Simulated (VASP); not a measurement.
A run of VASP 6.6.1:

Contents of INCAR:

```
SYSTEM = SnSe
ALGO = Normal ; EDIFF = 1E-7
EDIFFG = -0.005 ; ENCUT = 600
GGA = PS ; IBRION = 2
ISIF = 3 ; ISMEAR = 0
KPAR = 2 ; LASPH = .TRUE.
LCHARG = .FALSE. ; LREAL = .FALSE.
LWAVE = .FALSE. ; NELM = 80
NSW = 90 ; PREC = Accurate
SIGMA = 0.03
```

Contents of KPOINTS:

```
k-points
0
G
  10 10 10
  0 0 0
```

POSCAR

```
SnSe                                    
1.0
    0.0000000000      2.9758393136      2.9758393136
    2.9758393136      0.0000000000      2.9758393136
    2.9758393136      2.9758393136     -0.0000000000
  Sn              Se            
     1     1
Direct
     0.0000000000000000    0.0000000000000000    0.0000000000000000
     0.5000000000000000    0.5000000000000000    0.5000000000000000
```

Potentials or basis: VASP PAW PBE potentials, release 64 (Sn_d, Se).

Launch:

```sh
$ cat potpaw_PBE.64/Sn_d/POTCAR potpaw_PBE.64/Se/POTCAR > POTCAR
$ mpirun -np 2 vasp_std > vasp.out
```

Hardware: 2 MPI ranks on Intel(R) Xeon(R) Platinum 8559C (Emerald Rapids) (shared host).

Task: How long does it take, and how much memory?

Result: Run time: 14 s on 2 MPI ranks on Intel(R) Xeon(R) Platinum 8559C (Emerald Rapids), on a shared host, peak memory 0.22 GiB a rank. Counts: scf iterations 13, k points 47, ion steps 1.
